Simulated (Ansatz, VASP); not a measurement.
# Zn10In18Sn11O59 (amorphous 30In2O3-33ZnO-37SnO2 (mol %)) in two plane-wave programs, part 2 of 2

Aim: how closely do two programs agree when they are given the same cell, functional and k mesh? Of the first pair: The structure shown is the start of the Ansatz relaxation below; VASP solves that cell, so the two are compared at the walk's first step.

VASP 6.6.1 and Ansatz 0.2.0.

So far. Step 3 (VASP: single point, PBE, start cell, pair 1): The run ends at a pressure of -0.16 GPa, with forces up to 1.2 eV/Å.

### Step 5. Ansatz: relaxation, PBE

Level of this step: Ansatz beside VASP: Kohn-Sham DFT, plane waves, PBE (Ansatz).

This run makes the geometry at which the two programs are then compared.

The structure compared here is the end of the Ansatz relaxation.

Input file input.yaml:

```yaml
crystal:
  lattice:
    - [10.94523, 0.0, 0.0]
    - [0.0, 10.94523, 0.0]
    - [0.0, 0.0, 10.94523]
  atoms:
    - { symbol: In, position: [0.11217, 0.32183, 0.31642] }
    - { symbol: In, position: [0.0817, 0.67943, 0.66143] }
    - { symbol: In, position: [0.78885, 0.76146, 0.84019] }
    - { symbol: In, position: [0.51588, 0.60874, 0.64774] }
    - { symbol: In, position: [0.28129, 0.1117, 0.50801] }
    - { symbol: In, position: [0.76989, 0.47351, 0.83519] }
    - { symbol: In, position: [0.29518, 0.47671, 0.82362] }
    - { symbol: In, position: [0.59426, 0.61966, 0.31998] }
    - { symbol: In, position: [0.50912, 0.18262, 0.3575] }
    - { symbol: In, position: [0.80404, 0.1191, 0.45635] }
    - { symbol: In, position: [0.54033, 0.97803, 0.9277] }
    - { symbol: In, position: [0.02479, 0.96778, 0.65896] }
    - { symbol: In, position: [0.77642, 0.20029, 0.72396] }
    - { symbol: In, position: [0.03843, 0.25954, 0.94826] }
    - { symbol: In, position: [0.30634, 0.11734, 0.12265] }
    - { symbol: In, position: [0.32196, 0.76821, 0.44247] }
    - { symbol: In, position: [0.49317, 0.66722, 0.00029] }
    - { symbol: In, position: [0.28556, 0.10653, 0.8061] }
    - { symbol: Zn, position: [0.81265, 0.75735, 0.10156] }
    - { symbol: Zn, position: [0.33126, 0.79959, 0.75149] }
    - { symbol: Zn, position: [0.25895, 0.79869, 0.13463] }
    - { symbol: Zn, position: [0.03864, 0.63953, 0.31253] }
    - { symbol: Zn, position: [0.51292, 0.30327, 0.60174] }
    - { symbol: Zn, position: [0.81473, 0.86058, 0.36963] }
    - { symbol: Zn, position: [0.81765, 0.08221, 0.18566] }
    - { symbol: Zn, position: [0.80129, 0.03599, 0.92678] }
    - { symbol: Zn, position: [0.89328, 0.48146, 0.15998] }
    - { symbol: Zn, position: [0.60085, 0.40843, 0.13485] }
    - { symbol: Sn, position: [0.0395, 0.95981, 0.0356] }
    - { symbol: Sn, position: [0.02509, 0.35938, 0.66167] }
[... 62 atom lines left out ...]
    - { symbol: O, position: [0.66786, 0.98785, 0.07779] }
    - { symbol: O, position: [0.69692, 0.07378, 0.60608] }
    - { symbol: O, position: [0.95352, 0.99351, 0.47447] }
    - { symbol: O, position: [0.88462, 0.87511, 0.96681] }
    - { symbol: O, position: [0.69745, 0.8136, 0.5248] }
    - { symbol: O, position: [0.6777, 0.69501, 0.98674] }
kpoints:
  mp_grid: { grid: [1, 1, 1] }
hamiltonian:
  xc: pbe
scf:
  occupations: { method: gaussian, width: 0.025 }
output:
  forces: true
relax:
  f_tol: 0.05
  max_steps: 120
```

On the command line:

```bash
$ ansatz run input.yaml --threads 4 --pin off --max-ram 8192MiB --backend cpu --events-out ev --progress --plain --runs-dir out
```

Numbers of over 12 decimals in the logs are rounded to 6 here.

Log:

```text
[...]
Crystal: 98 atoms, lattice volume = 1311.217 Å³
Basis set: ecut = 420 eV, 25677 PW (Γ), exchange–correlation on 150×150×150 points (8 copies of the dense FFT grid, shifted against one another)
Bands: 529, of which v1, the nominal top of the filled ones, is band 431 counted from 1 (430 counted from 0)
Symmetry: 1 space group operations
[...]
k-points: 1
[...]
- { symbol: O, position: [0.966017, 0.942167, 0.216269] }
    - { symbol: O, position: [0.666551, 0.369855, 0.983637] }
    - { symbol: O, position: [0.412306, 0.659976, 0.823880] }
    - { symbol: O, position: [0.459776, 0.305911, 0.207154] }
    - { symbol: O, position: [0.646685, 0.126081, 0.864329] }
    - { symbol: O, position: [0.146234, 0.357504, 0.524637] }
    - { symbol: O, position: [0.484280, 0.065257, 0.525817] }
[...]
- { symbol: O, position: [0.981789, 0.993418, 0.469322] }
    - { symbol: O, position: [0.873965, 0.875052, 0.972273] }
    - { symbol: O, position: [0.682830, 0.794965, 0.501768] }
    - { symbol: O, position: [0.683860, 0.654598, 0.964827] }
```

### Step 6. VASP: single point, PBE, relaxed cell, pair 2

The same cell, functional, mesh and smearing now go to VASP, with its own data sets.

Input file INCAR:

```
SYSTEM = Zn10In18Sn11O59
PREC = Accurate
ENCUT = 520
EDIFF = 1E-06
NELM = 120
ISMEAR = 0
SIGMA = 0.025
LREAL = Auto
ALGO = Normal
GGA = PE
NBANDS = 504
LORBIT = 11
LWAVE = .FALSE.
LCHARG = .FALSE.
ISIF = 2
LASPH = .TRUE.
GGA_COMPAT = .FALSE.
EFERMI = MIDGAP
NCORE = 2
```

Input file POSCAR:

```
Zn10In18Sn11O59
1.0
   10.9452300000      0.0000000000      0.0000000000
    0.0000000000     10.9452300000      0.0000000000
    0.0000000000      0.0000000000     10.9452300000
In Zn Sn O
18 10 11 59
Direct
    0.1032100000      0.3115400000      0.3197100000
    0.0789900000      0.6752300000      0.6722400000
    0.7867600000      0.7709600000      0.8249300000
    0.5126300000      0.6263200000      0.6538600000
    0.2915100000      0.1088300000      0.5157600000
    0.7633600000      0.4878500000      0.8575200000
    0.2937600000      0.4538100000      0.8231300000
    0.5911400000      0.6318500000      0.3303000000
    0.5209900000      0.1925900000      0.3630600000
    0.8268100000      0.1104000000      0.4524300000
    0.5186300000      0.9695100000      0.9224500000
    0.0231900000      0.9739700000      0.6616900000
    0.7669800000      0.1986800000      0.7209600000
    0.0175300000      0.2580800000      0.9432600000
    0.3119700000      0.1362200000      0.1508600000
    0.3252000000      0.7613800000      0.4391500000
    0.4929400000      0.6514200000      0.9973200000
    0.2695000000      0.1207700000      0.8196900000
    0.8067000000      0.7345400000      0.0850500000
    0.3212500000      0.8103400000      0.7574100000
    0.2615600000      0.7852500000      0.1247400000
    0.0400300000      0.6450900000      0.3108000000
    0.4931500000      0.3124000000      0.6281500000
    0.8151500000      0.8502300000      0.3450700000
    0.8459200000      0.0918400000      0.1994600000
    0.7887900000      0.0362200000      0.9377100000
    0.8979200000      0.4740400000      0.1542000000
    0.6012000000      0.3997600000      0.1457300000
    0.0409300000      0.9548300000      0.0375900000
    0.0178100000      0.3675900000      0.6597900000
[... 62 atom lines left out ...]
    0.6503300000      0.9715000000      0.0598300000
    0.7275800000      0.0488600000      0.6016700000
    0.9817900000      0.9934200000      0.4693200000
    0.8739700000      0.8750500000      0.9722700000
    0.6828300000      0.7949700000      0.5017700000
    0.6838600000      0.6546000000      0.9648300000
```

Input file KPOINTS:

```
Automatic mesh
0
Gamma
1 1 1
0 0 0
```

The projector-augmented-wave data sets are In_d, Zn, Sn_d and O (PBE family, release 64).

On the command line:

```bash
$ mpirun -np 8 vasp_gam
```

Log:

```text
[... set-up lines as in an earlier step ...]
 entering main loop
       N       E                     dE             d eps       ncg     rms          rms(c)
DAV:   1     0.216942711362E+05    0.21694E+05   -0.35560E+05  1008   0.289E+03
DAV:   2     0.555856038029E+04   -0.16136E+05   -0.15474E+05  1008   0.904E+02
DAV:   3     0.430738937943E+03   -0.51278E+04   -0.48629E+04  1008   0.389E+02
DAV:   4    -0.557312342874E+03   -0.98805E+03   -0.95348E+03  1192   0.172E+02
[...]
DAV:  19    -0.530943278786E+03    0.17165E-05   -0.48125E-05  1320   0.379E-02    0.131E-02
DAV:  20    -0.530943279612E+03   -0.82651E-06   -0.19364E-05  1192   0.169E-02    0.132E-02
DAV:  21    -0.530943280026E+03   -0.41419E-06   -0.99578E-06  1024   0.968E-03
   1 F= -.53094328E+03 E0= -.53094328E+03  d E =-.219227E-45
```

Parts of OUTCAR (step 6):

```text
  FREE ENERGIE OF THE ION-ELECTRON SYSTEM (eV)
  ---------------------------------------------------
  free  energy   TOTEN  =      -530.9432800262 eV

  energy  without entropy=     -530.9432800262  energy(sigma->0) =     -530.94328003

[... 1 part as in an earlier step ...]
```

The run ends at a pressure of 0.16 GPa, with forces up to 0.10 eV/Å.

### Step 7. Comparison

Compared:

```csv
quantity,Ansatz,VASP,difference
gap on the k mesh (eV),0.529,0.504,+0.025
```

Forces on 7 of the 98 atoms, those with the largest forces and the largest differences (eV/Å; atoms numbered as in POSCAR):

```csv
atom,"Ansatz x, y, z","VASP x, y, z"
Sn30,"0.011, -0.019, 0.001","0.031, -0.053, 0.032"
O40,"-0.016, -0.007, -0.031","-0.041, -0.026, -0.050"
O61,"-0.007, 0.020, 0.009","-0.034, 0.046, 0.040"
O69,"-0.003, -0.002, 0.003","0.062, 0.034, -0.040"
O72,"0.007, 0.029, 0.001","0.058, 0.002, -0.048"
O83,"-0.019, -0.013, -0.009","-0.096, 0.002, -0.002"
O84,"-0.001, 0.016, 0.001","0.072, 0.061, 0.034"
```

The forces differ by 21 meV/Å r.m.s., which is 85.5 % of the r.m.s. force of 0.024 eV/Å (both taken over all components). A gap on the mesh is an upper bound, since the band edges may lie between its points.

### Step 8. Summary of results

```yaml
r_m_s_force_difference_single_point_pbe_start_cell_pair_1: 5.7 % of the r.m.s. force
r_m_s_force_difference_single_point_pbe_relaxed_cell_pair_2: 21 meV/Å
```

The r.m.s. force difference is 5.7 % of the r.m.s. force (single point, PBE, start cell, pair 1), beyond the 3 % picked in this series as the mark of a large difference. What causes the difference of the single point, PBE, start cell, pair 1 pair stays open here. What causes the difference of the single point, PBE, relaxed cell, pair 2 pair stays open here. VASP runs on this material, other cells of it included, that failed, so that no pair exists: single point, PBE (not converged) and single point, PBE (timeout). How closely two codes agree says nothing of how well the functional describes the real material.

[Lines on the potential files, build, host, timing and source positions are cut from VASP's logs without a mark.]

[Logs are printed without paths, hosts, clocks, repeated set-up lines and the standing remarks that a program may print on its own settings, such as how far it seeks lower states.]

[Hosts, paths, dates, database ids (printed as entryN), source tags and the programs' standing remarks are cut or masked in the printed files.]
